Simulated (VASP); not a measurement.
An input for Quantum ESPRESSO's pw.x (written as the equivalent of a VASP run, and not itself run):

```
&CONTROL
  calculation = 'scf'
  pseudo_dir = './pseudo'
  outdir = './out'
  tprnfor = .true.
  tstress = .true.
/
&SYSTEM
  ibrav = 0
  nat = 2
  ntyp = 1
  ecutwfc = 36
  occupations = 'smearing'
  smearing = 'gaussian'
  degauss = 0.003675
  input_dft = 'pbe'
/
&ELECTRONS
  conv_thr = 7.3e-08
  electron_maxstep = 100
/
ATOMIC_SPECIES
  Si 28.085 Si.upf
CELL_PARAMETERS angstrom
     0.0000000    2.7155000    2.7155000
     2.7155000    0.0000000    2.7155000
     2.7155000    2.7155000    0.0000000
ATOMIC_POSITIONS crystal
  Si   0.0000000  0.0000000  0.0000000
  Si   0.2500000  0.2500000  0.2500000
K_POINTS automatic
  8 8 8 0 0 0
```

Write the VASP files for the same calculation (PBE).

Several could match; the one computed here: 
### INCAR
```
SYSTEM = Si
PREC = Accurate
ENCUT = 200
EDIFF = 1E-6
NELM = 100
ALGO = Normal
LREAL = .FALSE.
LASPH = .TRUE.
ISMEAR = 0
SIGMA = 0.05
GGA = PE
LWAVE = .FALSE.
LCHARG = .FALSE.
ISIF = 2
```

### KPOINTS
```
Automatic
0
G
 8 8 8
0 0 0
```

File POSCAR:
```
Si
1
    0.0000000000     2.7155000000     2.7155000000
    2.7155000000     0.0000000000     2.7155000000
    2.7155000000     2.7155000000     0.0000000000
Si
2
Direct
  0.0000000000   0.0000000000   0.0000000000
  0.2500000000   0.2500000000   0.2500000000
```

POTCAR, in this order: Si (PBE.64 set). Program: vasp_std.

Limits of the translation: the potentials are each code's own (VASP's PAW set, PseudoDojo norm-conserving files in pw.x), so ENCUT and ecutwfc are chosen apart and not converted; conv_thr bounds pw.x's estimated SCF error, while EDIFF bounds the energy change between steps.

The compound is Si in the diamond structure. The cell was not relaxed at this level. The run is one of a series of settings (ENCUT = 200 against the base run), some of them coarse on purpose.
